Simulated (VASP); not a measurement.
Input:

```
CELL_PARAMETERS angstrom
      0.00000     2.99462     2.99462
      2.99462     0.00000     2.99462
      2.99462     2.99462     0.00000
ATOMIC_POSITIONS crystal
  Pb 0.00000 0.00000 0.00000
  S  0.50000 0.50000 0.50000
```

Calculation: optB88-vdW, VASP's PBE PAW potentials (set 64) (plane waves; VASP). Numerical set-up: 520 eV cut-off, Gaussian smearing of 0.050 eV, potentials Pb_d S.

Unless said otherwise, spin-orbit coupling is left out, though it shifts the bands of the heavy elements here.

Give the energies of bands 7 to 13 at the high-symmetry points, in eV from the valence-band maximum.

```json
[
 {"band": "7", "Γ": "-6.13", "X": "-7.21", "U": "-7.90", "L": "-8.69", "W": "-7.88"},
 {"band": "8", "Γ": "-1.94", "X": "-4.85", "U": "-4.44", "L": "-1.57", "W": "-4.11"},
 {"band": "9", "Γ": "-1.94", "X": "-3.16", "U": "-2.68", "L": "-1.57", "W": "-4.11"},
 {"band": "10", "Γ": "-1.94", "X": "-3.16", "U": "-2.30", "L": "0.00", "W": "-0.90"},
 {"band": "11", "Γ": "5.08", "X": "4.17", "U": "3.38", "L": "0.50", "W": "2.23"},
 {"band": "12", "Γ": "5.08", "X": "5.50", "U": "4.10", "L": "2.05", "W": "4.72"},
 {"band": "13", "Γ": "5.08", "X": "5.54", "U": "5.03", "L": "2.05", "W": "4.72"}
]
```

The gap is direct, 0.50 eV, from the valence maximum at L to the conduction minimum at L.

Measured: gap 0.37 eV (computed value off by +0.13 eV), as given by Wikipedia, List of semiconductor materials.

The compound is PbS in the rock salt structure. It was relaxed first.
